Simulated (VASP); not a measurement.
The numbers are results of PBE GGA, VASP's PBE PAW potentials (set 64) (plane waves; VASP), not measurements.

VASP ran on this input.

**INCAR**
```
NELM=100   ! most electronic steps
GGA=PE   ! PBE
LASPH=.TRUE.   ! aspherical one-centre terms
LREAL=.FALSE.
SYSTEM=Eu
LCHARG=.FALSE.
SIGMA=0.1
ISIF=2
LMAXMIX=6   ! l cut-off of mixed one-centre charges
ENCUT=400   ! plane-wave cut-off (eV)
ALGO=Normal   ! blocked Davidson
PREC=Accurate
EDIFF=1E-6   ! SCF stop (eV)
ISMEAR=-1   ! Fermi-Dirac
LWAVE=.FALSE.
```

File POSCAR:
```
Eu
2.33580
 -1.0000000000   1.0000000000   1.0000000000
  1.0000000000  -1.0000000000   1.0000000000
  1.0000000000   1.0000000000  -1.0000000000
Eu
1
direct
  0.0000000000   0.0000000000   0.0000000000
```

### KPOINTS
```
K-points
0
G
  10 10 10
0 0 0
```

POTCAR, in this order: Eu_2 (PBE.64 set). Program: vasp_std.

Output of the run:

**OSZICAR**
```
       N       E                     dE             d eps       ncg     rms          rms(c)
DAV:   1     0.660653728149E+01    0.66065E+01   -0.33723E+03   832   0.650E+02
DAV:   2    -0.169421329493E+01   -0.83008E+01   -0.81485E+01  1168   0.973E+01
DAV:   3    -0.182238642565E+01   -0.12817E+00   -0.12483E+00  1016   0.792E+00
DAV:   4    -0.182412277976E+01   -0.17364E-02   -0.17352E-02  1216   0.143E+00
DAV:   5    -0.182412688067E+01   -0.41009E-05   -0.41004E-05  1040   0.458E-02    0.611E+00
DAV:   6    -0.183525379742E+01   -0.11127E-01   -0.15482E-03  1224   0.389E-01    0.365E+00
DAV:   7    -0.184147742076E+01   -0.62236E-02   -0.38360E-03  1136   0.592E-01    0.569E-02
DAV:   8    -0.184152672124E+01   -0.49300E-04   -0.12089E-04  1232   0.922E-02    0.132E-02
DAV:   9    -0.184153373610E+01   -0.70149E-05   -0.66741E-06  1184   0.202E-02    0.522E-03
DAV:  10    -0.184153346430E+01    0.27181E-06   -0.18946E-06  1176   0.109E-02
   1 F= -.18415335E+01 E0= -.18247166E+01  d E =-.336337E-01
```

**OUTCAR**
```
------------------------ aborting loop because EDIFF is reached ----------------------------------------
  FORCE on cell =-STRESS in cart. coord.  units (eV):
  Direction    XX          YY          ZZ          XY          YZ          ZX
  --------------------------------------------------------------------------------------
  Total       -0.4696182     -0.4696182     -0.4696182     -0.0000000     -0.0000000      0.0000000
  in kB      -14.7600757    -14.7600757    -14.7600757     -0.0000000     -0.0000000      0.0000000
  external PRESSURE =     -14.7600757 kB  Pullay stress =       0.0000000 kB
  volume of cell :       50.98
      direct lattice vectors                 reciprocal lattice vectors
    -2.335800000  2.335800000  2.335800000     0.000000000  0.214059423  0.214059423
     2.335800000 -2.335800000  2.335800000     0.214059423  0.000000000  0.214059423
     2.335800000  2.335800000 -2.335800000     0.214059423  0.214059423  0.000000000
 POSITION                                       TOTAL-FORCE (eV/Angst)
 -----------------------------------------------------------------------------------
      0.00000      0.00000      0.00000        -0.000000      0.000000      0.000000
 -----------------------------------------------------------------------------------
    total drift:                               -0.000000     -0.000000      0.000000
  FREE ENERGIE OF THE ION-ELECTRON SYSTEM (eV)
  ---------------------------------------------------
  free  energy   TOTEN  =        -1.8415334643 eV

  energy  without entropy=       -1.8078997810  energy(sigma->0) =       -1.82471662
```
(Selected blocks of OUTCAR.)

The 4f electrons are frozen in the core of the lanthanide potential, so 4f levels, which can set the real gap, and their magnetism are missing.

The compound is Eu in the bcc structure. The cell was not relaxed at this level. The run is one of a series of settings (ISMEAR = -1 against the base run), some of them coarse on purpose.
